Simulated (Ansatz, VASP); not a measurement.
One calculation of Pt2F, two programs

The input INCAR:

```
PREC = Accurate ; ENCUT = 900
EDIFF = 1E-6 ; ISMEAR = -1
SIGMA = 0.05 ; LREAL = False
LASPH = True ; NELM = 80
ALGO = Normal ; ISIF = 3
LWAVE = False ; LCHARG = False
GGA = PE ; IBRION = 2
NSW = 60 ; EDIFFG = -0.005
```

File KPOINTS:

```
Automatic mesh
0
Gamma
  8 8 8
```

File POSCAR:

```
Pt2F
1.0
    0.0000000000      2.8524300000      2.8524300000
    2.8524300000      0.0000000000      2.8524300000
    2.8524300000      2.8524300000      0.0000000000
Pt F
2 1
Direct
    0.2500000000      0.2500000000      0.2500000000
    0.7500000000      0.7500000000      0.7500000000
    0.0000000000      0.0000000000      0.0000000000
```

File input.yaml:

```yaml
crystal:
  lattice:
    - [0.0, 2.85243, 2.85243]
    - [2.85243, 0.0, 2.85243]
    - [2.85243, 2.85243, 0.0]
  atoms:
    - { symbol: Pt, position: [0.25, 0.25, 0.25] }
    - { symbol: Pt, position: [0.75, 0.75, 0.75] }
    - { symbol: F, position: [0.0, 0.0, 0.0] }
hamiltonian:
  xc: pbe
  pseudopotentials: { kind: paw }
kpoints:
  mp_grid: { grid: [8, 8, 8] }
scf:
  occupations: { method: fermi_dirac, width: 0.05 }
output:
  forces: true
  stress: true
  eigenvalues: true
  write_density: true
  write_potential: true
  elf: true
  volumetric_format: npy
relax:
  f_tol: 0.01
  max_steps: 40
  cell: { stress_tol: 0.05 }
```

The cell was built by a generator and needn't be a form met in nature.

Alike in both runs: task relaxation of cell and atoms; functional PBE; k mesh 8 × 8 × 8; occupations fermi-dirac, width 0.05 eV; no spin polarisation.

```csv
,VASP,Ansatz
version,VASP 6.6.1,Ansatz 0.2.0
potentials or method,"VASP PAW PBE potentials, release 64 (Pt, F_h)",Ansatz PAW
plane-wave cutoff (eV),900,420
valence electrons in the cell,27,43
```

|  | VASP | Ansatz | Ansatz less VASP |
| --- | --- | --- | --- |
| gap on the k mesh at the Fermi level, each at its own relaxed structure (eV) | none | none | - |
| relaxed volume (Å³/atom) | 15.43 | 15.49 | +0.057 |
| relaxed cell length with the largest relative difference (Å) | 4.030 | 4.035 | +0.0049 |

A gap of «none» marks a metal or a gap that the smearing closes. The two sets of potentials don't hold the same shells in valence.

Caveats: an odd number of electrons without spin polarisation forces a metal; a magnetic or distorted state may lie lower; the cutoff is under 1.25 times the usual one of these potentials, so pressure, stress and relaxed cells hold a basis-set (Pulay) error (VASP); the plane-wave basis is chosen anew once the cell has moved, so the energies of steps on either side of that aren't comparable (Ansatz). Spin-orbit coupling is left out, which matters for the levels of Pt.
